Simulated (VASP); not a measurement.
Output of a VASP run:

### OUTCAR
```
 ion  position               nearest neighbor table
   1  0.250  0.750  0.500-   2 2.97   2 2.97   2 2.97   2 2.97   2 3.69   2 3.69   2 3.69   2 3.69
  LATTYP: Found a body centered tetragonal cell.
 ALAT       =     5.7262739118
 C/A-ratio  =     0.5432174483
 Subroutine PRICEL returns:
 Original cell was already a primitive cell.
 Subroutine GETGRP returns: Found 16 space group operations
The static configuration has the point symmetry D_2d.
 The point group associated with its full space group is D_4h.
The dynamic configuration has the point symmetry D_2d.
 Subroutine INISYM returns: Found 16 space group operations
 Subroutine IBZKPT returns following result:
 Found    196 irreducible k-points:

 Following reciprocal coordinates:
            Coordinates               Weight
  0.000000  0.000000  0.000000      1.000000
  0.076923  0.000000  0.000000      8.000000
  0.153846  0.000000 -0.000000      8.000000
  0.230769  0.000000 -0.000000      8.000000
  0.307692  0.000000 -0.000000      8.000000
  0.384615 -0.000000  0.000000      8.000000
  0.461538 -0.000000  0.000000      8.000000
  0.076923  0.076923  0.000000      8.000000
  0.153846  0.076923 -0.000000     16.000000
  0.230769  0.076923  0.000000     16.000000
  0.307692  0.076923  0.000000     16.000000
  0.384615  0.076923  0.000000     16.000000
  0.461538  0.076923  0.000000     16.000000
 -0.461538  0.076923 -0.000000     16.000000
 -0.384615  0.076923 -0.000000     16.000000
 -0.307692  0.076923  0.000000     16.000000
 -0.230769  0.076923  0.000000     16.000000
 -0.153846  0.076923  0.000000     16.000000
 -0.076923  0.076923  0.000000      4.000000
  0.153846  0.153846 -0.000000      8.000000
  0.230769  0.153846  0.000000     16.000000
  0.307692  0.153846 -0.000000     16.000000
  0.384615  0.153846  0.000000     16.000000
  0.461538  0.153846  0.000000     16.000000
 -0.461538  0.153846  0.000000     16.000000
 -0.384615  0.153846 -0.000000     16.000000
 -0.307692  0.153846  0.000000     16.000000
 -0.230769  0.153846  0.000000     16.000000
 -0.153846  0.153846  0.000000      4.000000
  0.230769  0.230769 -0.000000      8.000000
  0.307692  0.230769  0.000000     16.000000
  0.384615  0.230769  0.000000     16.000000
  0.461538  0.230769  0.000000     16.000000
 -0.461538  0.230769 -0.000000     16.000000
 -0.384615  0.230769 -0.000000     16.000000
 -0.307692  0.230769  0.000000     16.000000
 -0.230769  0.230769  0.000000      4.000000
  0.307692  0.307692 -0.000000      8.000000
  0.384615  0.307692  0.000000     16.000000
  0.461538  0.307692  0.000000     16.000000
   k-points           NKPTS =    196   k-points in BZ     NKDIM =    196   number of bands    NBANDS=     18
   number of dos      NEDOS =    301   number of ions     NIONS =      2
   total plane-waves  NPLWV =  32768
   dimension x,y,z NGX =    32 NGY =   32 NGZ =   32
   dimension x,y,z NGXF=    64 NGYF=   64 NGZF=   64
   ions per type =               2
   PREC   = accura    normal or accurate (medium, high low for compatibility)
   ISTART =      0    job   : 0-new  1-cont  2-samecut
   ICHARG =      2    charge: 1-file 2-atom 10-const
   ISPIN  =      1    spin polarized calculation?
   LNONCOLLINEAR =      F non collinear calculations
   LSORBIT =      F    spin-orbit coupling
   INIWAV =      1    electr: 0-lowe 1-rand  2-diag
   ENCUT  =  520.0 eV  38.22 Ry    6.18 a.u.   8.06  8.06  8.06*2*pi/ulx,y,z
   NELM   =    100;   NELMIN=  2; NELMDL= -5     # of ELM steps
   EDIFF  = 0.1E-06   stopping-criterion for ELM
   LREAL  =      F    real-space projection
   NLSPLINE    = F    spline interpolate recip. space projectors
   LMAXMIX     =    4 max onsite mixed and CHGCAR
   VOSKOWN=      0    Vosko Wilk Nusair interpolation
   EDIFFG = -.1E-01   stopping-criterion for IOM
   NSW    =     30    number of steps for IOM
   NBLOCK =      1;   KBLOCK =     30    inner block; outer block
...
```

OSZICAR:
```
       N       E                     dE             d eps       ncg     rms          rms(c)
DAV:   1     0.162637413865E+03    0.16264E+03   -0.15449E+04  7058   0.255E+03
DAV:   2    -0.344250034918E+02   -0.19706E+03   -0.19477E+03  7060   0.463E+02
DAV:   3    -0.520879752876E+02   -0.17663E+02   -0.17470E+02  8028   0.143E+02
DAV:   4    -0.526250260913E+02   -0.53705E+00   -0.53405E+00  8236   0.270E+01
DAV:   5    -0.526468067488E+02   -0.21781E-01   -0.21780E-01  9728   0.489E+00    0.432E+00
DAV:   6    -0.485202677671E+02    0.41265E+01   -0.14503E+00  7534   0.226E+01    0.203E+00
DAV:   7    -0.481109221298E+02    0.40935E+00   -0.47453E-01  7542   0.784E+00    0.101E+00
DAV:   8    -0.484804782779E+02   -0.36956E+00   -0.25599E-01  7104   0.450E+00    0.481E-01
DAV:   9    -0.484913589787E+02   -0.10881E-01   -0.29730E-02  7454   0.136E+00    0.838E-02
DAV:  10    -0.484915659394E+02   -0.20696E-03   -0.21629E-02  7236   0.137E+00    0.696E-02
DAV:  11    -0.484964416696E+02   -0.48757E-02   -0.10336E-02  7156   0.758E-01    0.411E-02
DAV:  12    -0.484972891783E+02   -0.84751E-03   -0.72108E-04  7270   0.204E-01    0.185E-02
DAV:  13    -0.484973773019E+02   -0.88124E-04   -0.92586E-05  7762   0.121E-01    0.514E-03
DAV:  14    -0.484973823113E+02   -0.50093E-05   -0.50741E-05  7324   0.937E-02    0.551E-03
DAV:  15    -0.484973833598E+02   -0.10486E-05   -0.11329E-05  7186   0.504E-02    0.340E-03
DAV:  16    -0.484973855061E+02   -0.21463E-05   -0.11730E-06  5724   0.118E-02    0.140E-03
DAV:  17    -0.484973875563E+02   -0.20502E-05   -0.13576E-06  5578   0.115E-02    0.582E-04
DAV:  18    -0.484973875603E+02   -0.40236E-08   -0.72933E-08  4070   0.355E-03
   1 F= -.48497388E+02 E0= -.48497408E+02  d E =-.484974E+02
       N       E                     dE             d eps       ncg     rms          rms(c)
DAV:   1    -0.484975414818E+02   -0.15393E-03   -0.39424E-03  8124   0.574E-01    0.587E-02
DAV:   2    -0.484974497983E+02    0.91684E-04   -0.20282E-04  8622   0.238E-01    0.367E-02
DAV:   3    -0.484974006419E+02    0.49156E-04   -0.81438E-05  9044   0.169E-01    0.274E-03
DAV:   4    -0.484974052237E+02   -0.45818E-05   -0.20427E-05  7400   0.553E-02    0.213E-03
DAV:   5    -0.484974044726E+02    0.75107E-06   -0.24774E-06  7246   0.147E-02    0.150E-03
DAV:   6    -0.484974056749E+02   -0.12023E-05   -0.17204E-06  7230   0.142E-02    0.551E-04
DAV:   7    -0.484974055795E+02    0.95463E-07   -0.57034E-07  5608   0.719E-03
   2 F= -.48497406E+02 E0= -.48497420E+02  d E =-.180192E-04
```

OUTCAR:
```
------------------------ aborting loop because EDIFF is reached ----------------------------------------
  FORCE on cell =-STRESS in cart. coord.  units (eV):
  Direction    XX          YY          ZZ          XY          YZ          ZX
  --------------------------------------------------------------------------------------
  Total        1.3397406      1.3397406      1.3571394      0.0000000      0.0000000      0.0000000
  in kB       42.0892551     42.0892551     42.6358556      0.0000000      0.0000000      0.0000000
  external PRESSURE =      42.2714553 kB  Pullay stress =       0.0000000 kB
  volume of cell :       51.00
      direct lattice vectors                 reciprocal lattice vectors
    -2.862228160  2.862228160  1.556293769     0.000000000  0.174689079  0.321276105
     2.862228160 -2.862228160  1.556293769     0.174689079  0.000000000  0.321276105
     2.862228160  2.862228160 -1.556293769     0.174689079  0.174689079  0.000000000
 POSITION                                       TOTAL-FORCE (eV/Angst)
 -----------------------------------------------------------------------------------
      2.86223     -0.00000      0.77815        -0.000000      0.000000      0.000000
      2.86223      2.86223      1.55629         0.000000     -0.000000     -0.000000
 -----------------------------------------------------------------------------------
    total drift:                                0.000000     -0.000000      0.000000
  FREE ENERGIE OF THE ION-ELECTRON SYSTEM (eV)
  ---------------------------------------------------
  free  energy   TOTEN  =       -48.4974055795 eV

  energy  without entropy=      -48.4974496857  energy(sigma->0) =      -48.49742028

 reached required accuracy - stopping structural energy minimisation
```
(Selected blocks of OUTCAR.)

POSCAR:
```
Sn
1
   -2.8631369559     2.8631369559     1.5553059513
    2.8631369559    -2.8631369559     1.5553059513
    2.8631369559     2.8631369559    -1.5553059513
Sn
2
Direct
  0.2500000000   0.7500000000   0.5000000000
  0.0000000000   0.0000000000   0.0000000000
```

Question: Reconstruct the remaining input files.

Answer: This is not unique; one that fits is the input of the run itself, r2SCAN+rVV10, plane waves, VASP's PBE PAW potentials (set 64).

INCAR:
```
! general
SYSTEM    =  Sn
PREC      =  Accurate
ENCUT     =  520   ! plane-wave cut-off (eV)
LREAL     =  .FALSE.
LASPH     =  .TRUE.

! electronic loop
EDIFF     =  1E-7   ! SCF stop (eV)
NELM      =  100   ! most electronic steps
ALGO      =  Normal
LMAXMIX   =  4   ! l cut-off of mixed one-centre charges
LMIXTAU   =  .TRUE.

! smearing
ISMEAR    =  1
SIGMA     =  0.1   ! width (eV)

! functional
METAGGA   =  R2SCAN
LUSE_VDW  =  .TRUE.
BPARAM    =  11.95
CPARAM    =  0.0093

! ions
IBRION    =  2   ! conjugate gradients
NSW       =  30   ! most ionic steps
ISIF      =  4
EDIFFG    =  -0.01   ! ionic stop

! output
LWAVE     =  .FALSE.
LCHARG    =  .FALSE.
```

### KPOINTS
```
kpoints
0
Gamma
 13 13 13
```

POTCAR, in this order: Sn_d (PBE.64 set). Program: vasp_std.

The compound is Sn in the beta structure. This cell is one point of a volume scan, at 0.94 of the reference volume. Symmetry was kept, so distortions that lower it aren't found.
